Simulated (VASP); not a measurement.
Here is the system:

```
CELL_PARAMETERS angstrom
      3.40259     0.00000     0.00000
     -1.70129     2.94673     0.00000
      0.00000     0.00000    10.68150
ATOMIC_POSITIONS crystal
  Ge 0.33333 0.66667 0.25000
  Ge 0.66667 0.33333 0.75000
  S  0.33333 0.66667 0.60750
  S  0.66667 0.33333 0.10750
  S  0.66667 0.33333 0.39250
  S  0.33333 0.66667 0.89250
```

Level of theory: PBEsol GGA, VASP's PBE PAW potentials (set 64) (plane waves; VASP). Run with 400 eV cut-off, 12×12×4 Γ-centred mesh, tetrahedra with Blöchl corrections, potentials Ge_d S.

The cores are frozen, which limits the accuracy of field gradients. Without a dispersion term in the relaxation, distances and binding between the weakly bound layers, chains or molecules are unreliable, and so is what depends on them.

**Question.** Give the principal components of the electric field gradient (V/Å²) and the asymmetry η at each nucleus.

**Answer.** 
| atom | Vxx | Vyy | Vzz | η |
|---|---|---|---|---|
| Ge1 | 7.8 | 7.8 | -15.7 | 0.00 |
| Ge2 | 7.8 | 7.8 | -15.7 | 0.00 |
| S3 | -11.4 | -11.4 | 22.7 | 0.00 |
| S4 | -11.4 | -11.4 | 22.7 | 0.00 |
| S5 | -11.4 | -11.4 | 22.7 | 0.00 |
| S6 | -11.4 | -11.4 | 22.7 | 0.00 |

The structure was generated: GeS2 was put into the 2H-MoS2 type (P6_3/mmc), which need not be its known phase. It was relaxed first, which changed the volume by +19 %.
